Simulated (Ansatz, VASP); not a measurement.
# Cross-check of SnSe2 between VASP and Ansatz

Aim: how closely do two programs agree when they are given the same cell, functional and k mesh? The cell is taken from a series of runs on this material, whose earlier steps may have relaxed, scaled, displaced or heated it; both programs get it as it stands.

Program: Ansatz 0.2.0. Level of theory: plane waves, with VASP 6.6.1 beside it; single point at PBE. Results are calculated unless marked as measured.

### Step 1. Set-up

The cell holds 3 atoms: 1 Sn and 2 Se. Its edges and angles: a = 3.829 Å, b = 3.829 Å, c = 29.600 Å, α = 90.0°, β = 90.0°, γ = 120.0°. It derives from Se2Sn1. Vacuum lies along c.

Coordinates:

```
Sn Se
1.0
     3.82912    0.00000    0.00000
    -1.91456    3.31612    0.00000
     0.00000    0.00000   29.60000
Sn Se
1 2
Direct
  0.00000 0.00000 0.50000
  0.33333 0.66667 0.55399
  0.66667 0.33333 0.44601
```

### Step 2. VASP: single point, PBE, pair 1

A single point gives forces, pressure and levels at one fixed geometry, so differences don't come from the geometry; what else differs is listed under the comparison.

Lines of VASP's logs that name or quote its potential files are left out, and so is its time.

INCAR reads:

```
SYSTEM = SnSe2
PREC = Accurate
ENCUT = 400
EDIFF = 1E-06
NELM = 120
ISMEAR = -1
SIGMA = 0.02
LREAL = .FALSE.
ALGO = Normal
GGA = PE
NBANDS = 19
LORBIT = 11
LWAVE = .FALSE.
LCHARG = .FALSE.
ISIF = 2
LDIPOL = .TRUE.
IDIPOL = 3
DIPOL = 0.5 0.5 0.5
LVHAR = .TRUE.
LASPH = .TRUE.
GGA_COMPAT = .FALSE.
EFERMI = MIDGAP
NELMDL = -8
KPAR = 2
```

POSCAR reads:

```
SnSe2
1.0
    3.8291208145      0.0000000000      0.0000000000
   -1.9145604073      3.3161158995      0.0000000000
    0.0000000000      0.0000000000     29.6000000000
Sn Se
1 2
Direct
    0.0000000000      0.0000000000      0.5000000000
    0.3333333333      0.6666666667      0.5539893705
    0.6666666667      0.3333333333      0.4460106295
```

KPOINTS reads:

```
Automatic mesh
0
Gamma
6 6 1
0 0 0
```

The projector-augmented-wave data sets are Sn_d and Se (PBE family, release 64).

On the command line:

```sh
> mpirun -np 2 vasp_std
```

Numbers of over 12 decimals in the logs are rounded to 6 here.

The program printed:

```text
[banner, memory and clock lines left out]
running    2 mpi-ranks, on    1 nodes
 distrk:  each k-point on    1 cores,    2 groups
 distr:  one band on    1 cores,    1 groups

 POSCAR found type information on POSCAR SnSe
 POSCAR found :  2 types and       3 ions
 LDA part: xc-table for (Slater+PW92), standard interpolation
 POSCAR, INCAR and KPOINTS ok, starting setup
 FFT: planning ... GRIDC
 FFT: planning ... GRID_SOFT
 FFT: planning ... GRID
 WAVECAR not read
 entering main loop
       N       E                     dE             d eps       ncg     rms          rms(c)
DAV:   1     0.166485367604E+03    0.16649E+03   -0.93597E+03   330   0.838E+02
DAV:   2     0.748200623520E+01   -0.15900E+03   -0.15604E+03   369   0.208E+02
DAV:   3    -0.115968558640E+02   -0.19079E+02   -0.19027E+02   334   0.841E+01
DAV:   4    -0.121129009138E+02   -0.51605E+00   -0.51556E+00   377   0.170E+01
DAV:   5    -0.121237979322E+02   -0.10897E-01   -0.10897E-01   405   0.238E+00
DAV:   6    -0.121239564340E+02   -0.15850E-03   -0.15850E-03   353   0.224E-01
DAV:   7    -0.121239700508E+02   -0.13617E-04   -0.13617E-04   424   0.512E-02
DAV:   8    -0.121239701302E+02   -0.79408E-07   -0.79346E-07   321   0.441E-03    0.481E+00
DAV:   9    -0.118638839806E+02    0.26009E+00   -0.57903E-01   408   0.783E+00    0.313E+00
DAV:  10    -0.118475117798E+02    0.16372E-01   -0.23316E-01   332   0.318E+00    0.513E-01
DAV:  11    -0.118433387769E+02    0.41730E-02   -0.26123E-02   338   0.165E+00    0.287E-01
DAV:  12    -0.118436036725E+02   -0.26490E-03   -0.25008E-03   312   0.315E-01    0.580E-02
DAV:  13    -0.118435898181E+02    0.13854E-04   -0.14589E-04   382   0.115E-01    0.309E-02
DAV:  14    -0.118435889919E+02    0.82626E-06   -0.10000E-04   336   0.499E-02    0.103E-02
DAV:  15    -0.118436083752E+02   -0.19383E-04   -0.49349E-06   312   0.119E-02    0.886E-03
DAV:  16    -0.118437039572E+02   -0.95582E-04   -0.23279E-05   275   0.150E-02    0.438E-03
DAV:  17    -0.118437762799E+02   -0.72323E-04   -0.68318E-06   257   0.772E-03    0.441E-03
DAV:  18    -0.118438113878E+02   -0.35108E-04   -0.18422E-06   274   0.640E-03    0.174E-03
DAV:  19    -0.118438301101E+02   -0.18722E-04   -0.32368E-07   287   0.317E-03    0.856E-04
DAV:  20    -0.118438360380E+02   -0.59280E-05   -0.13060E-07   288   0.128E-03    0.939E-04
DAV:  21    -0.118438401776E+02   -0.41395E-05   -0.13601E-07   268   0.193E-03    0.228E-04
DAV:  22    -0.118438417029E+02   -0.15253E-05   -0.16518E-08   262   0.802E-04    0.235E-04
DAV:  23    -0.118438430927E+02   -0.13898E-05   -0.24028E-08   258   0.507E-04    0.249E-04
DAV:  24    -0.118438435788E+02   -0.48610E-06   -0.47731E-09   254   0.289E-04
   1 F= -.11843844E+02 E0= -.11843844E+02  d E =-.608654E-09
```

Parts of OUTCAR (step 2):

```text
ion  position               nearest neighbor table
   1  0.000  0.000  0.500-   2 2.73   3 2.73   3 2.73   2 2.73   3 2.73   2 2.73
   2  0.333  0.667  0.554-   1 2.73   1 2.73   1 2.73
   3  0.667  0.333  0.446-   1 2.73   1 2.73   1 2.73

  LATTYP: Found a hexagonal cell.
 ALAT       =     3.8291208145
 C/A-ratio  =     7.7302340234

 Subroutine GETGRP returns: Found 12 space group operations
 (whereof 12 operations were pure point group operations)

The static configuration has the point symmetry D_3d.

 Found      7 irreducible k-points:

   k-points           NKPTS =      7   k-points in BZ     NKDIM =      7   number of bands    NBANDS=     19

   dimension x,y,z NGX =    28 NGY =   28 NGZ =  196
   dimension x,y,z NGXF=    56 NGYF=   56 NGZF=  392

   ENCUT  =  400.0 eV  29.40 Ry    5.42 a.u.   6.24  6.24 48.27*2*pi/ulx,y,z

   NELECT =      26.0000    total number of electrons

 k-points in reciprocal lattice and weights: Automatic mesh
   0.00000000  0.00000000  0.00000000       0.028
   0.16666667  0.00000000  0.00000000       0.167
   0.33333333  0.00000000  0.00000000       0.167
   0.50000000  0.00000000  0.00000000       0.083
   0.16666667  0.16666667  0.00000000       0.167
   0.33333333  0.16666667  0.00000000       0.333
   0.33333333  0.33333333  0.00000000       0.056

 dipolmoment           0.000000      0.000000     -0.000000 electrons x Angstroem

 average (electrostatic) potential at core
       1-110.6744       2 -61.3113       3 -61.3113

 E-fermi :  -3.5174

 k-point     1 :       0.0000    0.0000    0.0000
  band No.  band energies     occupation
    ...
      9      -5.0652      2.00000
     10      -4.3665      2.00000
     11      -4.3665      2.00000
     12      -3.9781      2.00000
     13      -3.9781      2.00000
     14      -2.3203      0.00000
     15      -0.7983      0.00000
     16       0.7113      0.00000
     17       0.7113      0.00000
     18       1.6740      0.00000
    ...

 k-point     2 :       0.1667    0.0000    0.0000
  band No.  band energies     occupation
    ...
      9      -6.0621      2.00000
     10      -5.1599      2.00000
     11      -5.0251      2.00000
     12      -4.8721      2.00000
     13      -3.9156      2.00000
     14      -1.6700      0.00000
     15      -0.0515      0.00000
     16       1.0266      0.00000
     17       1.2503      0.00000
     18       1.9287      0.00000
    ...

 k-point     3 :       0.3333    0.0000    0.0000
  band No.  band energies     occupation
    ...
      9      -7.6851      2.00000
     10      -6.1663      2.00000
     11      -5.8022      2.00000
     12      -4.6616      2.00000
     13      -4.1248      2.00000
     14      -2.6133      0.00000
     15       0.2602      0.00000
     16       1.4686      0.00000
     17       1.7901      0.00000
     18       2.3787      0.00000
    ...

  Total        0.7945408      0.7945408      0.2780730     -0.0000000     -0.0000000     -0.0000000
  in kB        3.3869308      3.3869308      1.1853562     -0.0000000     -0.0000000     -0.0000000
  external PRESSURE =       2.6530726 kB  Pullay stress =       0.0000000 kB

  energy-cutoff  :      400.00
  volume of cell :      375.86
      direct lattice vectors                 reciprocal lattice vectors
     3.829120814  0.000000000  0.000000000     0.261156555  0.150778807  0.000000000
    -1.914560407  3.316115900  0.000000000     0.000000000  0.301557614  0.000000000
     0.000000000  0.000000000 29.600000000     0.000000000  0.000000000  0.033783784

 POSITION                                       TOTAL-FORCE (eV/Angst)
 -----------------------------------------------------------------------------------
      0.00000      0.00000     14.80000        -0.000000      0.000000      0.000000
     -0.00000      2.21074     16.39809         0.000000      0.000000      0.095525
      1.91456      1.10537     13.20191        -0.000000     -0.000000     -0.095525
 -----------------------------------------------------------------------------------
    total drift:                               -0.000000     -0.000000      0.000000

  FREE ENERGIE OF THE ION-ELECTRON SYSTEM (eV)
  ---------------------------------------------------
  free  energy   TOTEN  =       -11.8438435788 eV

  energy  without entropy=      -11.8438435782  energy(sigma->0) =      -11.84384358

 vacuum level on the upper side and lower side of the slab         2.066         2.066

 total charge
# of ion       s       p       d       tot
------------------------------------------
    1        1.056   1.005  10.093  12.154
    2        1.482   2.308   0.025   3.815
    3        1.482   2.308   0.025   3.815
--------------------------------------------------
tot          4.021   5.621  10.143  19.785

[... 3 further parts left out ...]
```

The gap is read on the k-mesh alone, so it is an upper bound where the band edges lie off the mesh.

### Step 3. Ansatz: single point, PBE, pair 1

Ansatz runs on its PAW soft_1 files.

The same cell, functional, mesh and smearing now go to Ansatz, which takes its cutoff from its data sets.

input.yaml reads:

```yaml
crystal:
  lattice:
    - [3.8291208145, 0.0, 0.0]
    - [-1.9145604073, 3.3161158995, 0.0]
    - [0.0, 0.0, 29.6]
  atoms:
    - { symbol: Sn, position: [0.0, 0.0, 0.5] }
    - { symbol: Se, position: [0.3333333333, 0.6666666667, 0.5539893705] }
    - { symbol: Se, position: [0.6666666667, 0.3333333333, 0.4460106295] }
  periodic: [true, true, false]
kpoints:
  mp_grid: { grid: [6, 6, 1] }
  band_path:
    path:
      - [0, 0, 0]
      - [0.5, 0, 0]
      - [0.3333333333333, 0.3333333333333, 0]
      - [0, 0, 0]
    npoints: 10
hamiltonian:
  xc: pbe
  pseudopotentials: { kind: paw, azcp: { folder: soft_1 } }
scf:
  occupations: { method: fermi_dirac, width: 0.02 }
  n_extra_bands: 5
output:
  eigenvalues: true
  forces: true
  stress: true
  write_density: true
  write_potential: true
  elf: true
  volumetric_format: npy
```

On the command line:

```sh
> ansatz run input.yaml --threads 3 --pin off --max-ram 92160MiB --backend cuda --events-out ev --progress --plain --runs-dir out --devices 1 --max-vram 13GiB
```

The program printed:

```text
scf.n_extra_bands = 5 over 23 filled bands (N_el = 46.0): the run solves 28 bands
GPUs: using 1 of 1 available (devices: 1).
Engine: ansatz 0.2.0, x86_64-unknown-linux-gnu
Pseudopotentials: kind: paw
Pseudopotential: Sn, paw, valence charge 14, recommended cutoff 420 eV (normal), soft_1/Sn.paw.azcp
Pseudopotential: Se, paw, valence charge 16, recommended cutoff 420 eV (normal), soft_1/Se.paw.azcp
Functional definition: PBE
  parameter kappa = 0.804
  parameter beta = 0.066725
  exchange = pbe_x(kappa = kappa, mu = beta*pi^2/3)
  correlation = pbe_c(beta = beta)
device memory: the entry about to start is reckoned to put 4.1 GiB on a device that reports 29.1 GiB free (of which the cap on the GPU budget leaves the run 13.0 GiB)
GPU FFT provider: cuFFT
GPU libraries: cuBLAS 13.8.2, cuFFT 12.4.0, cuSOLVER 12.3.4
Crystal: 3 atoms, lattice volume = 375.855 Å³
Basis set: ecut = 420 eV, 7323 PW (Γ), exchange–correlation on 54×54×400 points (8 copies of the dense FFT grid, shifted against one another)
Bands: 28, of which v1, the nominal top of the filled ones, is band 23 counted from 1 (22 counted from 0)
Symmetry: 12 space group operations
Space group: P-3m1 (ITA 164), of the structure as read, at distance tolerance 7.2e-5 Å
k-points: 7 of 36
Non-local potential: Sn, projectors of the file, l = 0: 2, l = 1: 2, l = 2: 2, l = 3: 1
Non-local potential: Se, projectors of the file, l = 0: 2, l = 1: 2, l = 2: 3, l = 3: 1
PAW form: soft (Blöchl's): semilocal exchange-correlation on the pseudo side does not see the compensation charge
PAW one-centre angular grid: Sn, 590 points (default); XC on 64 Gauss nodes
PAW one-centre angular grid: Se, 590 points (default); XC on 64 Gauss nodes
Initial density: superposition of atomic densities (neutral atoms: chi_scale 0, normalization atom)
Initial wavefunctions: pseudopotential atomic-orbital guess
GPU buffer pool allocated for 145800 grid points (all kernels)
GPU transforms: local potential and band sums: pruned to the plane-wave sphere, on 25×25×200
Functional: x = pbe(κ = 0.804, μ = 0.219515), c = pbe(β = 0.066725)
iter 1 solved again at ethr=2.27e-3 eV; its pass at ethr=3.10e-3 eV (dr2=1.04e0 eV) is discarded
SCF iter   1: F=—  HF=-16963.746729 eV  |F-HF|=—  |Δ(HF+E_count)|=         —  Δρ=1.36e-2  dr2=1.05e0  ethr=2.27e-3  ⟨swp⟩=1.7  Hψ=1563  notcnv=0
preconditioner: auto → Resta (q_TF=auto, 1.922 Å⁻¹)  ε∞=1.4  [insulator: Δε(μ)=1.096 eV  Ē_g=15.573 eV  σ=0.020 eV  W_gap=1.00  n_scr=36 (ndim 8)  ℏωp=9.8 eV  f_vac=0.763  D(μ)=0.00/eV (n_scr^D=0)  ε∞_Penn≈1.4  vacuum switching on, ρ_ref=1.8e-2 e/Å³]
SCF iter   2: F=—  HF=-16963.485939 eV  |F-HF|=—  |Δ(HF+E_count)|=   2.61e-1  Δρ=5.91e-3  dr2=1.56e-1  ethr=2.27e-3  ⟨swp⟩=4.0  Hψ=367  notcnv=0
SCF iter   3: F=—  HF=-16963.467259 eV  |F-HF|=—  |Δ(HF+E_count)|=   1.87e-2  Δρ=3.15e-3  dr2=3.95e-2  ethr=3.40e-4  ⟨swp⟩=3.7  Hψ=405  notcnv=0  defer=6
SCF iter   4: F=—  HF=-16963.463770 eV  |F-HF|=—  |Δ(HF+E_count)|=   3.49e-3  Δρ=9.32e-4  dr2=2.67e-3  ethr=8.60e-5  ⟨swp⟩=3.0  Hψ=306  notcnv=0  defer=6
SCF iter   5: F=—  HF=-16963.463994 eV  |F-HF|=—  |Δ(HF+E_count)|=   2.24e-4  Δρ=1.48e-4  dr2=9.64e-5  ethr=5.80e-6  ⟨swp⟩=3.0  Hψ=332  notcnv=0  defer=6
SCF iter   6: F=—  HF=-16963.464114 eV  |F-HF|=—  |Δ(HF+E_count)|=   1.20e-4  Δρ=4.74e-5  dr2=5.73e-6  ethr=2.10e-7  ⟨swp⟩=3.6  Hψ=382  notcnv=0  defer=6
SCF iter   7: F=—  HF=-16963.464118 eV  |F-HF|=—  |Δ(HF+E_count)|=   4.16e-6  Δρ=1.20e-5  dr2=2.72e-7  ethr=1.24e-8  ⟨swp⟩=3.6  Hψ=355  notcnv=0  defer=6
SCF iter   8: F=-16963.464118 eV  HF=-16963.464118 eV  |F-HF|=3.54e-9  |Δ(HF+E_count)|=   2.92e-7  Δρ=1.34e-6  dr2=7.17e-9  ethr=2.17e-10  ⟨swp⟩=22.1  Hψ=2030  notcnv=0
SCF 1 converged in 8 iterations: F = -16963.464118 eV  dr2 = 7.17e-9
  greatest PAW one-centre occupation: 1.000 electrons in one spin orbital (limit 2), on the Se atom at site 2 (counted from 0), in its partial waves of l = 2
device memory: the entry about to start is reckoned to put 2.9 GiB on a device that reports 29.3 GiB free (of which the cap on the GPU budget leaves the run 13.0 GiB)
NSCF: frozen V_eff on 31 k-points
SCF converged after 8 iterations
Free energy (F): -16963.464118 eV
Harris-Foulkes:  -16963.464118 eV  (|F-HF|=3.54e-9)
Internal energy: -16963.464118 eV  (E = F + TS)
E sigma→0 (E₀):  -16963.464118 eV
Fermi energy:    -5.580858 eV
--- Per-component energies (eV) ---
  E_band       = -1498.822582
  E_kinetic    = 389.212811
  E_local      = -93398.014777  (includes V_loc(G=0)·N_el)
  E_nonlocal   = -563.661724
  E_hartree    = 46518.269644
  E_xc         = -295.030920
  E_vxc        = -259.745403  (∫ρ·V_xc dr)
  E_paw        = -8631.800614  (= ΣΔE_a)
  E_vpaw       = -703.163357  (= ΣTr[D̂ρ^β])
  E_aug_tail   = -0.000466  (compensation charges beyond the density's cutoff)
  E_ewald      = 39017.561927
  E_smearing   = -0.000000  (= −TS)
  E_closure    = 0.000000  (closes the sum)
  Σ components = -16963.464118   (vs F -16963.464118, Δ=0.00e0)
--- Forces (eV/Å), atoms counted from 1 ---
  atom   1  Sn     0.00000000     0.00000000     0.00000000
  atom   2  Se    -0.00000000    -0.00000000     0.08050201
  atom   3  Se     0.00000000     0.00000000    -0.08050201
  max |Σ_I F_I| component: 1.16e-18 eV/Å
--- 2D stress c σ (N/m, compression-positive) ---
        0.984532       0.000000       0.000000
        0.000000       0.984532       0.000000
        0.000000       0.000000       0.000000
  P = ½ c Tr σ = 0.9845 N/m
--- Band table (eV; the first three rows and the last of 7) ---
  k-point 0: bands = [... 19 lower, -6.4301, -6.4301, -6.0430, -6.0430, -4.3816, -2.8576, -1.3477, -1.3477, ... 1 higher]
  k-point 1: bands = [... 19 lower, -7.2254, -7.0877, -6.9372, -5.9808, -3.7341, -2.1119, -1.0361 (-1.0361°), -0.8101, ... 1 higher]
  k-point 2: bands = [... 19 lower, -8.2313, -7.8639, -6.7285, -6.1902, -4.6768, -1.7999, -0.5927, -0.2720, ... 1 higher]
  k-point 6: bands = [... 19 lower, -9.6012, -9.2336, -6.8415, -6.8415, -4.1753, -0.7480, -0.7480, 0.6121, ... 1 higher]
  ° read free of the cell's end (the report's vacuum.weakly_bound_levels)
```

### Step 4. Comparison

Known differences besides the potentials themselves: Ansatz cuts the interaction across the vacuum, VASP repeats the sheet with a dipole correction; the data sets hold 46 valence electrons in Ansatz (on its PAW soft_1 files) and 26 in VASP; the cutoff is 420 eV in Ansatz and 400 eV in VASP. Total energies have different zeros and are not compared.

Compared:

```csv
quantity,Ansatz,VASP,difference
gap on the k mesh (eV),0.786,0.784,+0.002
```

Forces (eV/Å; atoms numbered as in POSCAR):

```csv
atom,"Ansatz x, y, z","VASP x, y, z"
Sn1,"0.000, 0.000, 0.000","0.000, 0.000, 0.000"
Se2,"0.000, 0.000, 0.081","0.000, 0.000, 0.096"
Se3,"0.000, 0.000, -0.081","0.000, 0.000, -0.096"
```

The forces differ by 7.1 meV/Å r.m.s., which is 15.7 % of the r.m.s. force of 0.045 eV/Å (both taken over all components). A gap on the mesh is an upper bound, since the band edges may lie between its points. With vacuum in the cell, a pressure given here is an average over mostly empty space and none of the material.

### Step 5. Ansatz: single point, PBE, pair 2

With cell and atoms fixed, the geometry can't cause a difference; cores, projectors, grids and the points listed under the comparison can. This pair takes another cell of the material, with 6 atoms against 3 for the pair before.

The cell is taken from a series of runs on this material, whose earlier steps may have relaxed, scaled, displaced or heated it; both programs get it as it stands.

input.yaml reads:

```yaml
crystal:
  lattice:
    - [3.8393244952, 0.0, 0.0]
    - [-1.9196622476, 3.3249525462, 0.0]
    - [0.0, 0.0, 41.5]
  atoms:
    - { symbol: Sn, position: [0.0, 0.0, 0.4280748414] }
    - { symbol: Se, position: [0.3333333333, 0.6666666667, 0.4664791567] }
    - { symbol: Se, position: [0.6666666667, 0.3333333333, 0.3896829254] }
    - { symbol: Sn, position: [0.0, 0.0, 0.5719251586] }
    - { symbol: Se, position: [0.3333333333, 0.6666666667, 0.6103170746] }
    - { symbol: Se, position: [0.6666666667, 0.3333333333, 0.5335208433] }
  periodic: [true, true, false]
kpoints:
  mp_grid: { grid: [9, 9, 1] }
hamiltonian:
  xc: pbe
  pseudopotentials: { kind: paw, azcp: { folder: soft_1 } }
scf:
  occupations: { method: fixed }
  n_extra_bands: 6
output:
  eigenvalues: true
  forces: true
  stress: true
  band_densities: [{ e_range: [-0.08, 0] }, { e_range: [0.61, 0.74] }]
  volumetric_format: npy
```

The program printed:

```text
[...]
GPUs: using 1 of 1 available (devices: 1).
[...]
GPU FFT provider: cuFFT
GPU libraries: cuBLAS 13.8.2, cuFFT 12.4.0, cuSOLVER 12.3.4
Crystal: 6 atoms, lattice volume = 529.771 Å³
Basis set: ecut = 420 eV, 10339 PW (Γ), exchange–correlation on 54×54×576 points (8 copies of the dense FFT grid, shifted against one another)
[...]
k-point 11: bands = [... 42 lower, -7.2780, -7.2780, -6.4774, -6.4774, -4.6124, -3.8601, -1.1501, -1.1501, ... 2 higher]
--- Band densities, each state counted as filled ---
  window                                       electrons  max residual (eV)  cut levels
  e_range: [-0.08, 0]                           0.444444             1.5e-6           0
  e_range: [0.61, 0.74]                         0.148148             3.1e-6           0
[key lines of the parts left out:]
SCF converged after 10 iterations
Free energy (F): -33926.904263 eV
Fermi energy:    -5.958174 eV
P = ½ c Tr σ = 2.2455 N/m
```

[end of part 1 of 2]

[Lines on the potential files, build, host, timing and source positions are cut from VASP's logs without a mark.]

[Logs are printed without paths, hosts, clocks, repeated set-up lines and the standing remarks that a program may print on its own settings, such as how far it seeks lower states.]

[Hosts, paths, dates, database ids (printed as entryN), source tags and the programs' standing remarks are cut or masked in the printed files.]
